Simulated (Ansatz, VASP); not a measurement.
# ZnGaNO: VASP beside Ansatz

Wanted: the spread between two codes on one cell, functional and k mesh. The cell is generated by rule, not measured, and may not be a known phase. The cell is taken from a series of runs on this material, whose earlier steps may have relaxed, scaled, displaced or heated it; both programs get it as it stands.

Calculated with Ansatz 0.2.0; plane waves, with VASP 6.6.1 beside it; single point at PBEsol.

The structure was built from a prototype and need not be the compound's stable phase.

**1. Set-up**

The structure is trigonal, space group P3m1 (No. 156). Conventional cell: a = 3.220 Å, b = 3.220 Å, c = 10.400 Å, α = 90.00°, β = 90.00°, γ = 120.00°. Nearest to Ga lie 1 N at 1.95 Å and 3 O at 1.97 Å. Ga has 4 N at 1.95 to 1.97 Å nearest. Nearest to N lie 4 Ga at 1.95 to 1.97 Å. Nearest to N lie 1 Ga at 1.95 Å and 3 Zn at 1.97 Å. Nearest to O lie 4 Zn at 1.95 to 1.97 Å. O has 1 Zn at 1.95 Å and 3 Ga at 1.97 Å nearest. Farther neighbours and most contacts between anions are not listed.

**2. Ansatz: single point, PBEsol**

Ansatz runs on its default PAW (the set named soft_2) files.

A single point gives forces, pressure and levels at one fixed geometry, so differences don't come from the geometry; what else differs is listed under the comparison.

The input, input.yaml:

```yaml
crystal:
  lattice:
    - [3.22, 0.0, 0.0]
    - [-1.61, 2.7886, 0.0]
    - [0.0, 0.0, 10.4]
  atoms:
    - { symbol: Ga, position: [0.333333, 0.666667, 0.0] }
    - { symbol: Ga, position: [0.666667, 0.333333, 0.25] }
    - { symbol: "N", position: [0.333333, 0.666667, 0.1875] }
    - { symbol: "N", position: [0.666667, 0.333333, 0.4375] }
    - { symbol: O, position: [0.333333, 0.666667, 0.6875] }
    - { symbol: O, position: [0.666667, 0.333333, 0.9375] }
    - { symbol: Zn, position: [0.333333, 0.666667, 0.5] }
    - { symbol: Zn, position: [0.666667, 0.333333, 0.75] }
kpoints:
  mp_grid: { grid: [6, 6, 2] }
hamiltonian:
  xc: pbesol
scf:
  occupations: { method: gaussian, width: 0.1 }
output:
  forces: true
  stress: true
  eigenvalues: true
```

Command:

```sh
> ansatz run input.yaml --threads 4 --pin off --max-ram 14336MiB --backend cpu --events-out ev --progress --plain --runs-dir out
```

Numbers of over 12 decimals in the logs are rounded to 6 here.

What it wrote:

```text
Warning: the atoms were moved onto the symmetric positions of the space group found under crystal.symmetry.tolerance 1.0e-5 (fractional; no operation is sought that the atoms, as they stand in a round, miss by more than twice it, and no atom is moved by as much as it), and the run uses the moved positions. Before a round's move an operation carried an atom to 3.22e-6 Å from where it should land, the largest such dist [...]
Engine: ansatz 0.2.0, aarch64-unknown-linux-gnu
Pseudopotentials: kind: paw
Pseudopotential: Ga, paw, valence charge 13, recommended cutoff 420 eV (normal), Ga.paw.azcp
Pseudopotential: N, paw, valence charge 5, recommended cutoff 420 eV (normal), N.paw.azcp
Pseudopotential: O, paw, valence charge 6, recommended cutoff 420 eV (normal), O.paw.azcp
Pseudopotential: Zn, paw, valence charge 12, recommended cutoff 420 eV (normal), Zn.paw.azcp
Functional definition: PBEsol
  exchange = pbesol_x
  correlation = pbesol_c
Crystal: 8 atoms, lattice volume = 93.385 Å³
Basis set: ecut = 420 eV, 1883 PW (Γ), exchange–correlation on 48×48×144 points (8 copies of the dense FFT grid, shifted against one another)
Bands: 44, of which v1, the nominal top of the filled ones, is band 36 counted from 1 (35 counted from 0)
Symmetry: 6 space group operations
Space group: P3m1 (ITA 156), of the structure as read, at distance tolerance 4.5e-5 Å
k-points: 14 of 72 (time reversal used)
Non-local potential: Ga, projectors of the file, l = 0: 2, l = 1: 2, l = 2: 3, l = 3: 1
Non-local potential: N, projectors of the file, l = 0: 2, l = 1: 2, l = 2: 1
Non-local potential: O, projectors of the file, l = 0: 2, l = 1: 2, l = 2: 1
Non-local potential: Zn, projectors of the file, l = 0: 2, l = 1: 2, l = 2: 3, l = 3: 1
PAW form: soft (Blöchl's): semilocal exchange-correlation on the pseudo side does not see the compensation charge
PAW frozen core: Ga, regenerated for the run's functional, and the local potential with it (the file was generated under x = pbe(κ = 0.804, μ = 0.219515), c = pbe(β = 0.066725))
PAW frozen core: N, regenerated for the run's functional, and the local potential with it (the file was generated under x = pbe(κ = 0.804, μ = 0.219515), c = pbe(β = 0.066725))
PAW frozen core: O, regenerated for the run's functional, and the local potential with it (the file was generated under x = pbe(κ = 0.804, μ = 0.219515), c = pbe(β = 0.066725))
PAW frozen core: Zn, regenerated for the run's functional, and the local potential with it (the file was generated under x = pbe(κ = 0.804, μ = 0.219515), c = pbe(β = 0.066725))
PAW one-centre angular grid: Ga, 590 points (default); XC on 64 Gauss nodes
PAW one-centre angular grid: N, 110 points (default); XC on 64 Gauss nodes
PAW one-centre angular grid: O, 110 points (default); XC on 64 Gauss nodes
PAW one-centre angular grid: Zn, 590 points (default); XC on 64 Gauss nodes
Initial density: superposition of atomic densities (neutral atoms: chi_scale 0, normalization atom), corrected by the library's trained network
Initial wavefunctions: pseudopotential atomic-orbital guess
Functional: x = pbesol(κ = 0.804, μ = 0.123457), c = pbesol(β = 0.046)
SCF iter   1: F=—  HF=-15928.145623 eV  |F-HF|=—  |Δ(HF+E_count)|=         —  Δρ=1.38e-2  dr2=1.96e-1  ethr=1.77e-3  ⟨swp⟩=6.0  Hψ=2324  notcnv=0  defer=2
preconditioner: auto → LDOS  [insulator: Δε(μ)=0.307 eV  Ē_g=14.244 eV  σ=0.100 eV  W_gap=0.83  n_scr=38 (ndim 8)  ℏωp=32.6 eV  f_vac=0.012  D(μ)=1.18/eV (n_scr^D=4)  ε∞_Penn≈6.2  β→1.0]
SCF iter   2: F=—  HF=-15928.344915 eV  |F-HF|=—  |Δ(HF+E_count)|=   1.99e-1  Δρ=3.00e-2  dr2=1.59e0  ethr=2.72e-4  ⟨swp⟩=3.0  Hψ=1345  notcnv=0  defer=44  recentre
preconditioner: auto → Resta (q_TF=auto, 2.613 Å⁻¹)  ε∞=6.3  [insulator: Δε(μ)=0.141 eV  Ē_g=14.210 eV  σ=0.100 eV  W_gap=0.65  n_scr=38 (ndim 8)  ℏωp=32.6 eV  f_vac=0.009  D(μ)=2.41/eV (n_scr^D=6)  ε∞_Penn≈6.3  β→0.5]
SCF iter   3: F=—  HF=-15928.098441 eV  |F-HF|=—  |Δ(HF+E_count)|=   2.46e-1  Δρ=3.15e-3  dr2=1.57e-2  ethr=2.72e-4  ⟨swp⟩=2.5  Hψ=1322  notcnv=0  defer=33
SCF iter   4: F=—  HF=-15928.095451 eV  |F-HF|=—  |Δ(HF+E_count)|=   2.99e-3  Δρ=1.12e-3  dr2=2.89e-3  ethr=2.18e-5  ⟨swp⟩=1.6  Hψ=841  notcnv=0  defer=16
automatic band count: iteration 4 solves 43 bands in place of 44: the levels show a gap, and the empty bands left out lie too high to hold charge; the band table lists the bands solved (type scf.n_extra_bands for more)
SCF iter   5: F=—  HF=-15928.094831 eV  |F-HF|=—  |Δ(HF+E_count)|=   6.20e-4  Δρ=4.00e-4  dr2=3.10e-4  ethr=4.01e-6  ⟨swp⟩=2.6  Hψ=987  notcnv=0  defer=4
automatic band count: iteration 5 solves 42 bands in place of 43: the levels show a gap, and the empty bands left out lie too high to hold charge; the band table lists the bands solved (type scf.n_extra_bands for more)
SCF iter   6: F=—  HF=-15928.094761 eV  |F-HF|=—  |Δ(HF+E_count)|=   6.97e-5  Δρ=2.07e-4  dr2=1.12e-4  ethr=4.31e-7  ⟨swp⟩=2.0  Hψ=1034  notcnv=0  defer=4
SCF iter   7: F=—  HF=-15928.094736 eV  |F-HF|=—  |Δ(HF+E_count)|=   2.51e-5  Δρ=8.52e-5  dr2=1.30e-5  ethr=1.56e-7  ⟨swp⟩=2.0  Hψ=957  notcnv=0  defer=4
SCF iter   8: F=—  HF=-15928.094746 eV  |F-HF|=—  |Δ(HF+E_count)|=   9.91e-6  Δρ=3.47e-5  dr2=1.56e-6  ethr=1.81e-8  ⟨swp⟩=2.0  Hψ=868  notcnv=0  defer=4
SCF iter   9: F=—  HF=-15928.094746 eV  |F-HF|=—  |Δ(HF+E_count)|=   1.29e-7  Δρ=1.88e-5  dr2=3.65e-7  ethr=2.17e-9  ⟨swp⟩=2.0  Hψ=1030  notcnv=0  defer=4
SCF iter  10: F=-15928.094746 eV  HF=-15928.094746 eV  |F-HF|=6.85e-9  |Δ(HF+E_count)|=   1.66e-7  Δρ=6.13e-6  dr2=3.58e-8  ethr=1.39e-10  ⟨swp⟩=8.0  Hψ=2620  notcnv=0
SCF 1 converged in 10 iterations: F = -15928.094746 eV  dr2 = 3.58e-8
  greatest PAW one-centre occupation: 0.996 electrons in one spin orbital (limit 2), on the Ga atom at site 0 (counted from 0), in its partial waves of l = 2
SCF converged after 10 iterations
Free energy (F): -15928.094746 eV
Harris-Foulkes:  -15928.094746 eV  (|F-HF|=6.85e-9)
Internal energy: -15928.088856 eV  (E = F + TS)
E sigma→0 (E₀):  -15928.091801 eV
Entropy (-TS):   -0.005889 eV (-0.736 meV/atom)
Fermi energy:    10.280366 eV
--- Per-component energies (eV) ---
  E_band       = 32.819213
  E_kinetic    = 1102.154521
  E_local      = -7919.000835  (includes V_loc(G=0)·N_el)
  E_nonlocal   = 2283.782118
  E_hartree    = 3432.856560
  E_xc         = -670.913033
  E_vxc        = -557.835181  (∫ρ·V_xc dr)
  E_paw        = -8040.801741  (= ΣΔE_a)
  E_vpaw       = -1741.999799  (= ΣTr[D̂ρ^β])
  E_aug_tail   = 0.004407  (compensation charges beyond the density's cutoff)
  E_ewald      = -6119.618292
  E_core_change = 3.447439  (= ΣΔE_core)
  E_smearing   = -0.005889  (= −TS)
  E_closure    = -0.000000  (closes the sum)
  Σ components = -15928.094746   (vs F -15928.094746, Δ=0.00e0)
--- Forces (eV/Å), atoms counted from 1 ---
  atom   1  Ga     0.00000000    -0.00000000     1.22566225
  atom   2  Ga     0.00000000     0.00000000     1.85941379
  atom   3  N     -0.00000000    -0.00000000    -1.54839303
  atom   4  N     -0.00000000    -0.00000000    -0.61604776
  atom   5  O      0.00000000     0.00000000     1.50296968
  atom   6  O      0.00000000    -0.00000000     0.72918067
  atom   7  Zn    -0.00000000    -0.00000000    -1.28429121
  atom   8  Zn    -0.00000000     0.00000000    -1.86842940
  max |Σ_I F_I| component: 6.50e-5 eV/Å
--- Stress (GPa, compression-positive) ---
        1.195608      -0.000000      -0.000000
        0.000000       1.195608       0.000000
       -0.000000      -0.000000       1.699219
  P = ⅓ Tr σ = 1.3635 GPa (13.635 kbar)
--- Band table (eV; the first three rows and the last of 14) ---
  k-point 0: bands = [... 32 lower, 7.9136, 8.1763, 8.5171, 10.6937, 10.6937, 11.4046, 11.9999, 14.3968, ... 2 higher]
  k-point 1: bands = [... 32 lower, 7.9226, 7.9226, 9.3961, 10.6939, 10.6939, 10.9410, 12.1212, 14.5784, ... 2 higher]
  k-point 2: bands = [... 32 lower, 7.6341, 8.4649, 8.9574, 9.7731, 10.3492, 12.4021, 12.8546, 14.7328, ... 2 higher]
  k-point 13: bands = [... 32 lower, 5.9606, 7.3481, 7.5378, 7.9350, 12.9228, 13.0329, 14.5636, 15.1073, ... 2 higher]
```

Reading the cycles: dr2 is the Hartree energy of the density residual (eV), the measure of convergence; HF is the Harris–Foulkes estimate of the energy, which meets the free energy F at convergence.

The run ends at a pressure of 1.36 GPa, with forces up to 1.9 eV/Å.

**3. VASP: single point, PBEsol**

The same cell, functional, mesh and smearing now go to VASP, with its own data sets.

Lines of VASP's logs that name or quote its potential files are left out, and so is its time.

The input, INCAR:

```
SYSTEM = ZnGaNO
PREC = Accurate
ENCUT = 600
EDIFF = 1E-06
NELM = 120
ISMEAR = 0
SIGMA = 0.1
LREAL = .FALSE.
ALGO = Normal
GGA = PS
NBANDS = 44
LORBIT = 11
LWAVE = .FALSE.
LCHARG = .FALSE.
ISIF = 2
LASPH = .TRUE.
GGA_COMPAT = .FALSE.
KPAR = 2
```

The input, POSCAR:

```
ZnGaNO
1.0
    3.2200000000      0.0000000000      0.0000000000
   -1.6100000000      2.7886000000      0.0000000000
    0.0000000000      0.0000000000     10.4000000000
Ga N O Zn
2 2 2 2
Direct
    0.3333330000      0.6666670000      0.0000000000
    0.6666663333      0.3333336667      0.2500000000
    0.3333330000      0.6666670000      0.1875000000
    0.6666663333      0.3333336667      0.4375000000
    0.3333330000      0.6666670000      0.6875000000
    0.6666663333      0.3333336667      0.9375000000
    0.3333330000      0.6666670000      0.5000000000
    0.6666663333      0.3333336667      0.7500000000
```

The input, KPOINTS:

```
Automatic mesh
0
Gamma
6 6 2
0 0 0
```

Potentials, in the order of the species: Ga_d, N, O and Zn (PBE family, release 64).

Command:

```sh
> mpirun -np 2 vasp_std
```

What it wrote:

```text
[banner, memory and clock lines left out]
running    2 mpi-ranks, on    1 nodes
 distrk:  each k-point on    1 cores,    2 groups
 distr:  one band on    1 cores,    1 groups

 POSCAR found type information on POSCAR GaN O Zn
 POSCAR found :  4 types and       8 ions
|                                                                             |
|               ----> ADVICE to this user running VASP <----                  |
|                                                                             |
|     You enforced a specific xc type in the INCAR file but a different       |
|     [... a line on the potential file left out ...]
|     I HOPE YOU KNOW WHAT YOU ARE DOING!                                     |
|                                                                             |

 LDA part: xc-table for (Slater+PW92), standard interpolation
 POSCAR, INCAR and KPOINTS ok, starting setup
 FFT: planning ... GRIDC
 FFT: planning ... GRID_SOFT
 FFT: planning ... GRID
 WAVECAR not read
 entering main loop
       N       E                     dE             d eps       ncg     rms          rms(c)
DAV:   1     0.821564623966E+03    0.82156E+03   -0.37124E+04  1296   0.303E+03
DAV:   2     0.113059551831E+03   -0.70851E+03   -0.68057E+03  1240   0.706E+02
DAV:   3    -0.381072294631E+02   -0.15117E+03   -0.14747E+03  1408   0.243E+02
DAV:   4    -0.505398186631E+02   -0.12433E+02   -0.12293E+02  1564   0.715E+01
DAV:   5    -0.508980718780E+02   -0.35825E+00   -0.35727E+00  1528   0.120E+01    0.181E+01
DAV:   6    -0.434987709652E+02    0.73993E+01   -0.24616E+01  2312   0.876E+01    0.893E+00
DAV:   7    -0.439371836533E+02   -0.43841E+00   -0.67802E+00  1352   0.193E+01    0.653E+00
DAV:   8    -0.438520112032E+02    0.85172E-01   -0.12856E+00  2008   0.201E+01    0.211E+00
DAV:   9    -0.438081106478E+02    0.43901E-01   -0.28189E-01  1612   0.926E+00    0.762E-01
DAV:  10    -0.438067561684E+02    0.13545E-02   -0.10336E-01  1588   0.251E+00    0.350E-01
DAV:  11    -0.438077297252E+02   -0.97356E-03   -0.10764E-02  1504   0.107E+00    0.163E-01
DAV:  12    -0.438076542909E+02    0.75434E-04   -0.15398E-03  1804   0.846E-01    0.715E-02
DAV:  13    -0.438076908358E+02   -0.36545E-04   -0.47169E-04  1504   0.219E-01    0.256E-02
DAV:  14    -0.438076929907E+02   -0.21548E-05   -0.11685E-04  1720   0.191E-01    0.139E-02
DAV:  15    -0.438076956519E+02   -0.26612E-05   -0.30602E-05  1820   0.104E-01    0.575E-03
DAV:  16    -0.438076957625E+02   -0.11064E-06   -0.67619E-06  1364   0.339E-02
   1 F= -.43807696E+02 E0= -.43804751E+02  d E =-.588979E-02
```

From OUTCAR (step 3):

```text
ion  position               nearest neighbor table
   1  0.333  0.667  0.000-   3 1.95   6 1.97   6 1.97   6 1.97
   2  0.667  0.333  0.250-   4 1.95   3 1.97   3 1.97   3 1.97
   3  0.333  0.667  0.188-   1 1.95   2 1.97   2 1.97   2 1.97
   4  0.667  0.333  0.438-   2 1.95   7 1.97   7 1.97   7 1.97
   5  0.333  0.667  0.688-   7 1.95   8 1.97   8 1.97   8 1.97
   6  0.667  0.333  0.938-   8 1.95   1 1.97   1 1.97   1 1.97
   7  0.333  0.667  0.500-   5 1.95   4 1.97   4 1.97   4 1.97
   8  0.667  0.333  0.750-   6 1.95   5 1.97   5 1.97   5 1.97

  LATTYP: Found a hexagonal cell.
 ALAT       =     3.2200000000
 C/A-ratio  =     3.2298136646

 Subroutine GETGRP returns: Found  6 space group operations
 (whereof  6 operations were pure point group operations)

The static configuration has the point symmetry C_3v.

 Found     14 irreducible k-points:

   k-points           NKPTS =     14   k-points in BZ     NKDIM =     14   number of bands    NBANDS=     44

   dimension x,y,z NGX =    28 NGY =   28 NGZ =   84
   dimension x,y,z NGXF=    56 NGYF=   56 NGZF=  168

   ENCUT  =  600.0 eV  44.10 Ry    6.64 a.u.   6.43  6.43 20.77*2*pi/ulx,y,z

   NELECT =      72.0000    total number of electrons

 k-points in reciprocal lattice and weights: Automatic mesh
   0.00000000  0.00000000  0.00000000       0.014
   0.16666667 -0.00000000  0.00000000       0.083
   0.33333333  0.00000000  0.00000000       0.083
   0.50000000 -0.00000000  0.00000000       0.042
   0.16666667  0.16666667  0.00000000       0.083
   0.33333333  0.16666667  0.00000000       0.167
   0.33333333  0.33333333  0.00000000       0.028
   0.00000000  0.00000000  0.50000000       0.014
   0.16666667 -0.00000000  0.50000000       0.083
[...]
0.33333333  0.16666667  0.50000000       0.167
   0.33333333  0.33333333  0.50000000       0.028

 average (electrostatic) potential at core
       1 -66.9246       2 -65.0288       3 -64.3898       4 -62.7815       5 -71.0359
       6 -73.4980       7 -32.7458       8 -33.9786

 E-fermi :   5.0846

 k-point     1 :       0.0000    0.0000    0.0000
  band No.  band energies     occupation
    ...
     31       2.4663      2.00000
     32       2.7132      2.00000
     33       2.7132      2.00000
     34       2.9559      2.00000
     35       3.3129      2.00000
     36       5.4992      0.00000
     37       5.4992      0.00000
     38       6.1922      0.00000
     39       6.7927      0.00000
     40       9.2095      0.00000
    ...

 k-point     2 :       0.1667   -0.0000    0.0000
  band No.  band energies     occupation
    ...
     32       2.1012      2.00000
     33       2.4322      2.00000
     34       3.2615      2.00000
     35       3.7460      2.00000
     36       4.5646      2.00000
     37       5.1535      0.32994
     38       7.1941      0.00000
     39       7.6464      0.00000
     40       9.5219      0.00000
     41      10.1785      0.00000
    ...

 k-point     3 :       0.3333    0.0000    0.0000
  band No.  band energies     occupation
    ...
     32       1.4580      2.00000
     33       1.8499      2.00000
     34       2.2861      2.00000
     35       2.9969      2.00000
     36       4.4838      2.00000
     37       5.5218      0.00000
     38       7.5769      0.00000
     39       8.1993      0.00000
     40       8.8541      0.00000
     41      10.2685      0.00000
    ...

  Total        0.9226982      0.9226970      1.2052524     -0.0000000      0.0000000      0.0000000
  in kB       15.8305067     15.8304863     20.6782199     -0.0000000      0.0000000      0.0000000
  external PRESSURE =      17.4464043 kB  Pullay stress =       0.0000000 kB

  energy-cutoff  :      600.00
  volume of cell :       93.38
      direct lattice vectors                 reciprocal lattice vectors
     3.220000000  0.000000000  0.000000000     0.310559006  0.179301442  0.000000000
    -1.610000000  2.788600000  0.000000000     0.000000000  0.358602883  0.000000000
     0.000000000  0.000000000 10.400000000     0.000000000  0.000000000  0.096153846

 POSITION                                       TOTAL-FORCE (eV/Angst)
 -----------------------------------------------------------------------------------
     -0.00000      1.85907      0.00000        -0.000000      0.000000      1.261163
      1.61000      0.92953      2.60000        -0.000000     -0.000000      1.878070
     -0.00000      1.85907      1.95000        -0.000000     -0.000000     -1.556835
      1.61000      0.92953      4.55000         0.000000     -0.000000     -0.662879
     -0.00000      1.85907      7.15000        -0.000000      0.000000      1.520369
      1.61000      0.92953      9.75000         0.000000     -0.000000      0.760706
     -0.00000      1.85907      5.20000        -0.000000     -0.000000     -1.310786
      1.61000      0.92953      7.80000        -0.000000     -0.000000     -1.889808
 -----------------------------------------------------------------------------------
    total drift:                                0.006680     -0.003859     -0.001408

  FREE ENERGIE OF THE ION-ELECTRON SYSTEM (eV)
  ---------------------------------------------------
  free  energy   TOTEN  =       -43.8076957625 eV

  energy  without entropy=      -43.8018059701  energy(sigma->0) =      -43.80475087

 total charge
# of ion       s       p       d       tot
------------------------------------------
    1        0.816   0.731  10.146  11.694
    2        0.790   0.866  10.164  11.820
    3        1.227   2.463   0.000   3.690
    4        1.234   2.395   0.000   3.629
    5        1.545   3.446   0.000   4.991
    6        1.582   3.434   0.000   5.016
    7        0.545   0.605   9.850  11.001
    8        0.475   0.517   9.906  10.898
--------------------------------------------------
tot          8.215  14.456  40.067  62.738

[... 3 further parts left out ...]
```

The run ends at a pressure of 1.74 GPa, with forces up to 1.9 eV/Å.

**4. Differences**

Known differences besides the potentials themselves: the cutoff is 420 eV in Ansatz and 600 eV in VASP; Ansatz makes its cores anew for this functional, VASP keeps those of its PBE data sets. Total energies have different zeros and are not compared.

Both answers:

```csv
quantity,Ansatz,VASP,difference
pressure (GPa),1.36,1.74,-0.38
```

Forces (eV/Å; atoms numbered as in POSCAR):

```csv
atom,"Ansatz x, y, z","VASP x, y, z"
Ga1,"0.000, 0.000, 1.226","0.000, 0.000, 1.261"
Ga2,"0.000, 0.000, 1.859","0.000, 0.000, 1.878"
N3,"0.000, 0.000, -1.548","0.000, 0.000, -1.557"
N4,"0.000, 0.000, -0.616","0.000, 0.000, -0.663"
O5,"0.000, 0.000, 1.503","0.000, 0.000, 1.520"
O6,"0.000, 0.000, 0.729","0.000, 0.000, 0.761"
Zn7,"0.000, 0.000, -1.284","0.000, 0.000, -1.311"
Zn8,"0.000, 0.000, -1.868","0.000, 0.000, -1.890"
```

The forces differ by 16 meV/Å r.m.s., which is 2.0 % of the r.m.s. force of 0.821 eV/Å (both taken over all components).

**5. Summary of results**

```yaml
r_m_s_force_difference_single_point_pbesol: 2.0 % of the r.m.s. force
```

In words: The r.m.s. force difference is 2.0 % of the r.m.s. force (single point, PBEsol), within the 3 % picked in this series as the mark of a large difference. How closely two codes agree says nothing of how well the functional describes the real material.

[Lines on the potential files, build, host, timing and source positions are cut from VASP's logs without a mark.]

[Logs are printed without paths, hosts, clocks, repeated set-up lines and the standing remarks that a program may print on its own settings, such as how far it seeks lower states.]

[Hosts, paths, dates, database ids (printed as entryN), source tags and the programs' standing remarks are cut or masked in the printed files.]
